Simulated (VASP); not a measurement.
ZnS (wurtzite), at 0.96 of the tabulated volume:

```
CELL_PARAMETERS angstrom
      1.88419    -3.26351     0.00000
      1.88419     3.26351     0.00000
      0.00000     0.00000     6.17539
ATOMIC_POSITIONS crystal
  Zn 0.66667 0.33333 0.50000
  Zn 0.33333 0.66667 0.00000
  S  0.66667 0.33333 0.87500
  S  0.33333 0.66667 0.37500
```

The lowest empty band near Γ, direction in plane, from PBE with spin-orbit coupling in VASP (PAW); its two spin partners are averaged. The gap over the points computed is 2.34 eV, and the next band on that side lies 0.79 eV away at the edge.

Numerical set-up: 400 eV cut-off, 8×8×4 Γ-centred mesh, Gaussian smearing of 0.050 eV, potentials Zn S.

```tsv
distance from the edge in k (1/Å)	distance in energy (meV)
0.018	6.5
0.025	12.3
0.035	24.1
0.050	48.5
0.070	92.9
```

Question: Fit E(1 + αE) = ħ²k²/2m* (ħ²/2m0 = 3.810 eV Å²) and predict the row at 0.095 1/Å.

Answer: Least squares on the energies gives the electron mass m* = 0.191 m0 and α = 0.54 per eV, and so 165.0 meV. The run gave 164.9 meV, -0.1 meV from the fit.

Left out are points under 3 meV from the edge, since the levels carry 0.1 meV, and points farther than half the way to the next band.

The compound is ZnS in the wurtzite structure, the high-temperature form. The cell was not relaxed at this level.
